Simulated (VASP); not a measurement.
Computed with PBEsol GGA, VASP's PBE PAW potentials (set 64) (plane waves; VASP).

Input for VASP

File POSCAR:
```
SrO(110) slab
1
    3.6303164040     0.0000000000     0.0000000000
    0.0000000000     5.1340426815     0.0000000000
    0.0000000000     0.0000000000    25.8154918909
Sr O
6 6
Direct
  0.0000000000   0.0000000000   0.3270687475
  0.5000000000   0.5000000000   0.3919885275
  0.0000000000   0.0000000000   0.4654731027
  0.5000000000   0.5000000000   0.5345268973
  0.0000000000   0.0000000000   0.6080114725
  0.5000000000   0.5000000000   0.6729312525
  0.5000000000   0.0000000000   0.3880333466
  0.0000000000   0.5000000000   0.3319891756
  0.5000000000   0.0000000000   0.5311017540
  0.0000000000   0.5000000000   0.4688982460
  0.5000000000   0.0000000000   0.6680108244
  0.0000000000   0.5000000000   0.6119666534
```

INCAR:
```
SYSTEM = SrO(110) slab
PREC = Normal; ENCUT = 450; LREAL = F
LASPH = T
EDIFF = 1E-6; NELM = 100; NELMIN = 4
ALGO = Normal; LMAXMIX = 4
ISMEAR = 0; SIGMA = 0.05
GGA = PS
LWAVE = F; LCHARG = F; LORBIT = 11
LVHAR = T
DIPOL = 0.5 0.5 0.5
LDIPOL = T; IDIPOL = 3
```

File KPOINTS:
```
K-points
0
G
6 4 1
```

POTCAR, in this order: Sr_sv O (PBE.64 set). Program: vasp_std. Read from the step before: WAVECAR.

Output of the run:

### OSZICAR
```
       N       E                     dE             d eps       ncg     rms          rms(c)
DAV:   1    -0.729957950252E+02   -0.72996E+02   -0.36606E-05  1683   0.288E-02    0.138E-02
DAV:   2    -0.729957933382E+02    0.16870E-05   -0.15856E-05  1590   0.167E-02    0.557E-03
DAV:   3    -0.729957930774E+02    0.26072E-06   -0.14503E-06  1039   0.683E-03    0.258E-03
DAV:   4    -0.729957928712E+02    0.20624E-06   -0.16293E-06  1134   0.681E-03
   1 F= -.72995793E+02 E0= -.72995793E+02  d E =-.166052E-14
```

### OUTCAR
```
------------------------ aborting loop because EDIFF is reached ----------------------------------------
  FORCE on cell =-STRESS in cart. coord.  units (eV):
  Direction    XX          YY          ZZ          XY          YZ          ZX
  --------------------------------------------------------------------------------------
  Total        3.5327701     -8.4724757     -1.3043142      0.0000000      0.0000000      0.0000000
  in kB       11.7636367    -28.2121741     -4.3431860      0.0000000      0.0000000      0.0000000
  external PRESSURE =      -6.9305745 kB  Pullay stress =       0.0000000 kB
  volume of cell :      481.15
      direct lattice vectors                 reciprocal lattice vectors
     3.630316404  0.000000000  0.000000000     0.275458084  0.000000000  0.000000000
     0.000000000  5.134042682  0.000000000     0.000000000  0.194778279  0.000000000
     0.000000000  0.000000000 25.815491891     0.000000000  0.000000000  0.038736430
 POSITION                                       TOTAL-FORCE (eV/Angst)
 -----------------------------------------------------------------------------------
      0.00000      0.00000      8.44344         0.000000      0.000000     -0.003838
      1.81516      2.56702     10.11938         0.000000      0.000000     -0.004907
      0.00000      0.00000     12.01642         0.000000      0.000000      0.006346
      1.81516      2.56702     13.79907         0.000000      0.000000     -0.006346
      0.00000      0.00000     15.69612         0.000000      0.000000      0.004907
      1.81516      2.56702     17.37205         0.000000      0.000000      0.003838
      1.81516      0.00000     10.01727         0.000000      0.000000      0.021120
      0.00000      2.56702      8.57046         0.000000      0.000000      0.013123
      1.81516      0.00000     13.71065         0.000000      0.000000     -0.015919
      0.00000      2.56702     12.10484         0.000000      0.000000      0.015919
      1.81516      0.00000     17.24503         0.000000      0.000000     -0.013123
      0.00000      2.56702     15.79822         0.000000      0.000000     -0.021120
 -----------------------------------------------------------------------------------
    total drift:                                0.000000      0.000000      0.000000
  FREE ENERGIE OF THE ION-ELECTRON SYSTEM (eV)
  ---------------------------------------------------
  free  energy   TOTEN  =       -72.9957928712 eV

  energy  without entropy=      -72.9957928712  energy(sigma->0) =      -72.99579287

 total charge

# of ion       s       p       d       tot
------------------------------------------
    1        2.018   5.745   0.286   8.048
    2        2.019   5.785   0.297   8.101
    3        2.016   5.776   0.264   8.056
    4        2.016   5.776   0.264   8.056
    5        2.019   5.785   0.297   8.101
    6        2.018   5.745   0.286   8.048
    7        1.560   3.414   0.000   4.974
    8        1.563   3.375   0.000   4.938
    9        1.559   3.402   0.000   4.961
   10        1.559   3.402   0.000   4.961
   11        1.563   3.375   0.000   4.938
   12        1.560   3.414   0.000   4.974
--------------------------------------------------
tot         21.470  54.994   1.693  78.157
```
(Selected blocks of OUTCAR.)

### OUTCAR
```
 val. band max:       -1.0177037941   @ k =   0.0000   0.0000   0.0000

 cond. band min:       0.9346889709   @ k =   0.0000   0.0000   0.0000


 Fermi energy:        -0.7563409037

 k-point     1 :       0.0000    0.0000    0.0000
  band No.  band energies     occupation
      1     -34.6433      2.00000
      2     -34.6432      2.00000
      3     -33.8254      2.00000
      4     -33.7240      2.00000
      5     -33.1267      2.00000
      6     -33.1241      2.00000
      7     -18.0634      2.00000
      8     -18.0359      2.00000
      9     -17.2212      2.00000
     10     -17.2166      2.00000
     11     -16.6693      2.00000
     12     -16.6613      2.00000
     13     -16.6201      2.00000
     14     -16.6197      2.00000
     15     -16.4987      2.00000
     16     -16.3483      2.00000
     17     -16.2865      2.00000
     18     -15.8914      2.00000
     19     -15.8482      2.00000
     20     -15.8105      2.00000
     21     -15.8000      2.00000
     22     -15.5880      2.00000
     23     -15.3535      2.00000
     24     -15.3091      2.00000
     25     -15.0956      2.00000
     26     -15.0256      2.00000
     27     -15.0164      2.00000
     28     -14.9670      2.00000
     29     -14.1517      2.00000
     30     -14.0814      2.00000
     31      -3.3422      2.00000
     32      -3.2670      2.00000
     33      -2.7171      2.00000
     34      -2.7067      2.00000
     35      -2.5075      2.00000
     36      -2.4193      2.00000
     37      -2.2231      2.00000
     38      -2.2145      2.00000
     39      -2.0293      2.00000
     40      -2.0081      2.00000
     41      -1.9905      2.00000
     42      -1.6210      2.00000
     43      -1.6021      2.00000
     44      -1.4798      2.00000
     45      -1.1817      2.00000
     46      -1.1763      2.00000
     47      -1.0481      2.00000
     48      -1.0177      2.00000
     49       0.9347      0.00000
     50       1.0157      0.00000
     51       2.1811      0.00000
...
```

At this cut-off the stress carries a Pulay error, which pulls relaxed volumes low.

The cell is a thin slab with vacuum, built from SrO (rock salt): (110) face.
